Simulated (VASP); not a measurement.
VASP ran on this input.

POSCAR:
```
SiO2
1
    2.4651508701    -4.2697666715     0.0000000000
    2.4651508701     4.2697666715    -0.0000000000
   -0.0000000000     0.0000000000     5.4203856410
Si O
3 6
Direct
  1.0000000000   0.4698511073   0.3333330000
  0.5301488927   0.5301488927   0.0000000000
  0.4698511073   1.0000000000   0.6666670000
  0.2673194109   0.4132949176   0.2142128491
  0.5867050824   0.8540244933   0.8808798491
  0.7326805891   0.1459755067   0.4524531509
  0.8540244933   0.5867050824   0.1191201509
  0.4132949176   0.2673194109   0.7857871509
  0.1459755067   0.7326805891   0.5475468491
```

**INCAR**
```
! general
SYSTEM =SiO2
PREC   =Accurate
ENCUT  =620
LREAL  =.FALSE.   ! projection in real space or not
LASPH  =.TRUE.

! electronic loop
EDIFF  =1E-6   ! SCF stop (eV)
NELM   =100
ALGO   =Normal   ! blocked Davidson
LMIXTAU=.TRUE.

! smearing
ISMEAR =0
SIGMA  =0.05   ! width (eV)

! functional
METAGGA=R2SCAN

! ions
IBRION =2   ! conjugate gradients
NSW    =40
ISIF   =3   ! ions, shape and volume
EDIFFG =-0.02   ! ionic stop

! output
LWAVE  =.FALSE.
LCHARG =.FALSE.
```

**KPOINTS**
```
Regular mesh
0
G
  5 5 4
```

POTCAR, in this order: Si O (PBE.64 set). Program: vasp_std.

Task: Translate this r2SCAN calculation to Ansatz.

Result: One equivalent input (not run):
Ansatz 0.2 input:
```yaml
crystal:
  lattice:
    - [2.4651509, -4.2697667, 0.0000000]
    - [2.4651509, 4.2697667, 0.0000000]
    - [0.0000000, 0.0000000, 5.4203856]
  atoms:
    - { symbol: Si, position: [1.0000000, 0.4698511, 0.3333330] }
    - { symbol: Si, position: [0.5301489, 0.5301489, 0.0000000] }
    - { symbol: Si, position: [0.4698511, 1.0000000, 0.6666670] }
    - { symbol: O, position: [0.2673194, 0.4132949, 0.2142128] }
    - { symbol: O, position: [0.5867051, 0.8540245, 0.8808798] }
    - { symbol: O, position: [0.7326806, 0.1459755, 0.4524532] }
    - { symbol: O, position: [0.8540245, 0.5867051, 0.1191202] }
    - { symbol: O, position: [0.4132949, 0.2673194, 0.7857872] }
    - { symbol: O, position: [0.1459755, 0.7326806, 0.5475468] }
kpoints:
  mp_grid: { grid: [5, 5, 4] }
hamiltonian:
  xc: r2scan
  pseudopotentials: { kind: paw }
scf:
  occupations: { method: gaussian, width: 0.05 }
  max_iter: 100
relax:
  max_steps: 40
  f_tol: 0.02
  cell: {}
output: { forces: true, stress: true, eigenvalues: true }
```
Limits of the translation: each code has its own PAW files, so the cut-off isn't converted (ENCUT is set for VASP's; basis.ecutwfc is left out, and Ansatz then takes the one that its files recommend); Ansatz stops its SCF on the density residual and VASP on the energy change (EDIFF).

The compound is SiO2 in the quartz structure. This run relaxes it. Symmetry was kept, so distortions that lower it aren't found.
